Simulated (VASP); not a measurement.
Given:

```
CELL_PARAMETERS angstrom
      4.60744     0.00000     0.00000
      0.00000     3.08321     0.00000
      0.00000     0.00000     4.83099
ATOMIC_POSITIONS crystal
  Zr 0.75000 0.50000 0.76630
  Zr 0.25000 0.50000 0.23370
  Rh 0.25000 0.00000 0.71321
  Rh 0.75000 0.00000 0.28679
```

Method: PBEsol GGA with spin-orbit coupling, VASP's PBE PAW potentials (set 64) (plane waves; VASP 6.6.1). Settings: 400 eV cut-off, 6×9×6 Γ-centred mesh, Gaussian smearing of 0.050 eV, potentials Zr_sv Rh_pv.

### Question
Give the energies of bands 49 to 62 at the high-symmetry points, in eV from the Fermi level.

### Answer

```
band      Γ      X      S      Y      Z      U     R      T
----  -----  -----  -----  -----  -----  -----  ----  -----
49    -1.13  -1.84  -0.93  -1.59  -2.05  -1.56  0.21  -1.23
50    -1.13  -1.84  -0.93  -1.59  -2.05  -1.56  0.21  -1.23
51    -0.73  -1.84  -0.93  -1.49  -1.68  -1.56  0.21  -0.76
52    -0.73  -1.84  -0.93  -1.49  -1.68  -1.56  0.21  -0.76
53     0.66  -0.15   0.32  -1.43  -0.14  -1.08  1.42  -0.26
54     0.66  -0.15   0.32  -1.43  -0.14  -1.08  1.42  -0.26
55     0.76  -0.15   0.32  -0.69   0.37  -1.08  1.42   0.31
56     0.76  -0.15   0.32  -0.69   0.37  -1.08  1.42   0.31
57     1.15   0.83   0.40  -0.56   0.49  -0.23  1.70   0.40
58     1.15   0.83   0.40  -0.56   0.49  -0.23  1.70   0.40
59     1.40   0.83   0.40   0.76   1.27  -0.23  1.70   1.08
60     1.40   0.83   0.40   0.76   1.27  -0.23  1.70   1.08
61     1.46   1.57   1.74   1.07   1.39   1.23  2.19   1.11
62     1.46   1.57   1.74   1.07   1.39   1.23  2.19   1.11
```

It has no gap at this level: it comes out as a metal or semimetal.

The structure comes from a computed database's ZrRh entry (Pmma); how it stands against other phases isn't given here. It was relaxed first.
